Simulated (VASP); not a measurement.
Consider the following.

```
CaO
1.0
    0.00000     2.38803     2.38803
    2.38803     0.00000     2.38803
    2.38803     2.38803     0.00000
Ca O
1 1
Direct
  0.00000   0.00000   0.00000
  0.50000   0.50000   0.50000
```

Method: PBEsol GGA, VASP's PBE PAW potentials (set 64) (plane waves; VASP). Run with 520 eV cut-off, 11×11×11 Γ-centred mesh, tetrahedra with Blöchl corrections, potentials Ca_sv O.

Problem. Tabulate the total density of states (states/eV per cell) against energy (eV; zero at the valence-band maximum or, without a gap, the Fermi level).

Solution. 
(E (eV), DOS (states/eV)): (-9.92, 0.00); (-9.68, 0.00); (-9.44, 0.00); (-9.32, 0.00); (-9.08, 0.00); (-8.84, 0.00); (-8.60, 0.00); (-8.48, 0.00); (-8.24, 0.00); (-8.00, 0.00); (-7.76, 0.00); (-7.52, 0.00); (-7.40, 0.00); (-7.16, 0.00); (-6.92, 0.00); (-6.68, 0.00); (-6.44, 0.00); (-6.32, 0.00); (-6.08, 0.00); (-5.84, 0.00); (-5.60, 0.00); (-5.48, 0.00); (-5.24, 0.00); (-5.00, 0.00); (-4.76, 0.00); (-4.52, 0.00); (-4.40, 0.00); (-4.16, 0.00); (-3.92, 0.00); (-3.68, 0.00); (-3.44, 0.00); (-3.32, 0.00); (-3.08, 0.00); (-2.84, 0.00); (-2.60, 0.27); (-2.48, 0.52); (-2.24, 1.09); (-2.00, 2.04); (-1.76, 2.06); (-1.52, 1.44); (-1.40, 1.40); (-1.16, 6.89); (-0.92, 4.88); (-0.68, 3.28); (-0.44, 2.38); (-0.32, 1.03); (-0.08, 0.23); (0.16, 0.00); (0.40, 0.00); (0.52, 0.00); (0.76, 0.00); (1.00, 0.00); (1.24, 0.00); (1.48, 0.00); (1.60, 0.00); (1.84, 0.00); (2.08, 0.00); (2.32, 0.00); (2.56, 0.00); (2.68, 0.00); (2.92, 0.00); (3.16, 0.00); (3.40, 0.00); (3.52, 0.00); (3.76, 0.10); (4.00, 0.20); (4.24, 0.27); (4.48, 0.34); (4.60, 0.38); (4.84, 0.45); (5.08, 0.56); (5.32, 0.69); (5.56, 0.84); (5.68, 0.98); (5.92, 1.31); (6.16, 1.27); (6.40, 1.29); (6.52, 1.17); (6.76, 1.15); (7.00, 1.41)
Within 2 eV below the valence-band maximum the largest weight inside VASP's projection spheres is O p.

The compound is CaO in the rock salt structure. It was relaxed first.
